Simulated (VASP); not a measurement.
Cd:

```xyz
1
Lattice="-1.7843 1.7843 1.7843 1.7843 -1.7843 1.7843 1.7843 1.7843 -1.7843" Properties=species:S:1:pos:R:3 pbc="T T T"
Cd    0.0000    0.0000    0.0000
```

This isn't the form of Cd at room conditions, which is hcp.

- Program: VASP 6.6.1
- Task: relaxation of cell and atoms
- Functional: LDA
- Potentials or basis: VASP PAW LDA potentials, release 64 (Cd)
- Cutoff: 600 eV
- k mesh: 9 × 9 × 9
- Occupations: fermi-dirac, width 0.1 eV
- Spin: no spin polarisation

At the start: pressure -4.6 GPa; volume 22.72 Å³/atom.

Question: Where does the relaxation end?

Answer: Over 3 steps the energy falls by 36.1 meV/atom and the volume is 20.52 Å³/atom (-9.7 %); space group Im-3m (No. 229, to 0.05 Å).

Step by step:
```
step  energy change (eV)  largest force (eV/Å)  pressure (GPa)  volume (Å³)
   1              0.0000                0.0000           -4.56        22.72
   2             -0.0359                0.0000           -0.43        20.66
   3             -0.0361                0.0000           -0.10        20.52
```

Final structure:
```
Cd
1.0
    -1.72473    1.72473    1.72473
     1.72473   -1.72473    1.72473
     1.72473    1.72473   -1.72473
Cd
1
Direct
  0.00000 0.00000 0.00000
```
